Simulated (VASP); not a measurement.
Input for VASP

### KPOINTS
```
kpoints
0
Gamma
 10 10 10
0 0 0
```

**POSCAR**
```
NaF
1
    0.0000000000     2.2906525607     2.2906525607
    2.2906525607     0.0000000000     2.2906525607
    2.2906525607     2.2906525607     0.0000000000
Na F
1 1
Direct
  0.0000000000   0.0000000000   0.0000000000
  0.5000000000   0.5000000000   0.5000000000
```

### INCAR
```
! general
SYSTEM   = NaF
PREC     = Accurate
ENCUT    = 520   ! plane-wave cut-off (eV)
LREAL    = F   ! projection in real space or not
LASPH    = T   ! aspherical one-centre terms

! electronic loop
EDIFF    = 1E-7   ! SCF stop (eV)
NELM     = 100
ALGO     = Normal   ! blocked Davidson

! smearing
ISMEAR   = 0   ! Gaussian
SIGMA    = 0.05   ! width (eV)

! functional
GGA      = CX
LUSE_VDW = T
AGGAC    = 0.0

! ions
ISIF     = 2   ! forces and stress, cell fixed

! output
LWAVE    = F
LCHARG   = F
```

POTCAR, in this order: Na_pv F (PBE.64 set). Program: vasp_std.

Problem. Translate this vdW-DF-cx calculation to Quantum ESPRESSO's pw.x.

Solution. One equivalent input (not run):
```
&CONTROL
  calculation = 'scf'
  pseudo_dir = './pseudo'
  outdir = './out'
  tprnfor = .true.
  tstress = .true.
/
&SYSTEM
  ibrav = 0
  nat = 2
  ntyp = 2
  ecutwfc = 88
  occupations = 'smearing'
  smearing = 'gaussian'
  degauss = 0.003675
  input_dft = 'vdw-df-cx'
/
&ELECTRONS
  conv_thr = 7.3e-09
  electron_maxstep = 100
/
ATOMIC_SPECIES
  Na 22.990 Na.upf
  F 18.998 F.upf
CELL_PARAMETERS angstrom
     0.0000000    2.2906526    2.2906526
     2.2906526    0.0000000    2.2906526
     2.2906526    2.2906526    0.0000000
ATOMIC_POSITIONS crystal
  Na   0.0000000  0.0000000  0.0000000
  F    0.5000000  0.5000000  0.5000000
K_POINTS automatic
  10 10 10 0 0 0
```
Limits of the translation: the potentials are each code's own (VASP's PAW set, PseudoDojo norm-conserving files in pw.x), so ENCUT and ecutwfc are chosen apart and not converted; conv_thr bounds pw.x's estimated SCF error, while EDIFF bounds the energy change between steps.

The compound is NaF in the rock salt structure. This cell is one point of a volume scan, at 0.94 of the reference volume.
